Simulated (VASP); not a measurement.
All values below come from PBE GGA, VASP's PBE PAW potentials (set 64) (plane waves; VASP 6.6.1).

The input files of a VASP run:

File KPOINTS:
```
K-points
0
Gamma
7 7 7
```

**INCAR**
```
! general
SYSTEM   =  SnTe
PREC     =  Accurate
ENCUT    =  520
LREAL    =  F   ! projection in real space or not
LASPH    =  T

! electronic loop
EDIFF    =  1E-6   ! SCF stop (eV)
NELM     =  100   ! most electronic steps
ALGO     =  Normal
LMAXMIX  =  4   ! l cut-off of mixed one-centre charges

! smearing
ISMEAR   =  0   ! Gaussian
SIGMA    =  0.05   ! width (eV)

! functional
GGA      =  PE

! ions
IBRION   =  2   ! conjugate gradients
NSW      =  60
ISIF     =  3   ! ions, shape and volume
EDIFFG   =  -0.01   ! ionic stop

! output
LWAVE    =  F
LCHARG   =  F
```

POSCAR:
```
SnTe
1
    0.0000000000     3.2032376945     3.2032376945
    3.2032376945     0.0000000000     3.2032376945
    3.2032376945     3.2032376945    -0.0000000000
Sn Te
1 1
Direct
  0.0000000000   0.0000000000   0.0000000000
  0.5000000000   0.5000000000   0.5000000000
```

POTCAR, in this order: Sn_d Te (PBE.64 set). Program: vasp_std.

The run wrote:

**OSZICAR**
```
       N       E                     dE             d eps       ncg     rms          rms(c)
DAV:   1     0.123282635781E+03    0.12328E+03   -0.98589E+03   566   0.163E+03
DAV:   2     0.323005395828E+01   -0.12005E+03   -0.11767E+03   596   0.369E+02
DAV:   3    -0.732512061606E+01   -0.10555E+02   -0.10511E+02   704   0.992E+01
DAV:   4    -0.762186331998E+01   -0.29674E+00   -0.29666E+00   644   0.178E+01
DAV:   5    -0.763337354690E+01   -0.11510E-01   -0.11510E-01   854   0.336E+00    0.414E+00
DAV:   6    -0.756659657295E+01    0.66777E-01   -0.17324E-01   662   0.307E+00    0.261E+00
DAV:   7    -0.756774303421E+01   -0.11465E-02   -0.56581E-02   692   0.131E+00    0.876E-01
DAV:   8    -0.756846592086E+01   -0.72289E-03   -0.72037E-03   626   0.803E-01    0.153E-01
DAV:   9    -0.756854859828E+01   -0.82677E-04   -0.63245E-04   724   0.263E-01    0.401E-02
DAV:  10    -0.756857072258E+01   -0.22124E-04   -0.77778E-05   590   0.748E-02    0.238E-02
DAV:  11    -0.756857883951E+01   -0.81169E-05   -0.33149E-05   608   0.455E-02    0.190E-02
DAV:  12    -0.756857878364E+01    0.55869E-07   -0.21088E-06   662   0.944E-03
   1 F= -.75685788E+01 E0= -.75685788E+01  d E =-.756858E+01
```

**OUTCAR**
```
------------------------ aborting loop because EDIFF is reached ----------------------------------------
  FORCE on cell =-STRESS in cart. coord.  units (eV):
  Direction    XX          YY          ZZ          XY          YZ          ZX
  --------------------------------------------------------------------------------------
  Total       -0.0173229     -0.0173229     -0.0173229      0.0000000      0.0000000     -0.0000000
  in kB       -0.4222150     -0.4222150     -0.4222150      0.0000000      0.0000000     -0.0000000
  external PRESSURE =      -0.4222150 kB  Pullay stress =       0.0000000 kB
  volume of cell :       65.74
      direct lattice vectors                 reciprocal lattice vectors
     0.000000000  3.203237694  3.203237694    -0.156092069  0.156092069  0.156092069
     3.203237694  0.000000000  3.203237694     0.156092069 -0.156092069  0.156092069
     3.203237694  3.203237694  0.000000000     0.156092069  0.156092069 -0.156092069
 POSITION                                       TOTAL-FORCE (eV/Angst)
 -----------------------------------------------------------------------------------
      0.00000      0.00000      0.00000        -0.000000      0.000000     -0.000000
      3.20324      3.20324      3.20324         0.000000     -0.000000      0.000000
 -----------------------------------------------------------------------------------
    total drift:                               -0.000000      0.000000      0.000000
  FREE ENERGIE OF THE ION-ELECTRON SYSTEM (eV)
  ---------------------------------------------------
  free  energy   TOTEN  =        -7.5685787836 eV

  energy  without entropy=       -7.5685787836  energy(sigma->0) =       -7.56857878

 reached required accuracy - stopping structural energy minimisation
```
(Selected blocks of OUTCAR.)

The compound is SnTe in the rock salt structure, which distorts at low temperature. It was relaxed first. The start is the result of an earlier pass.
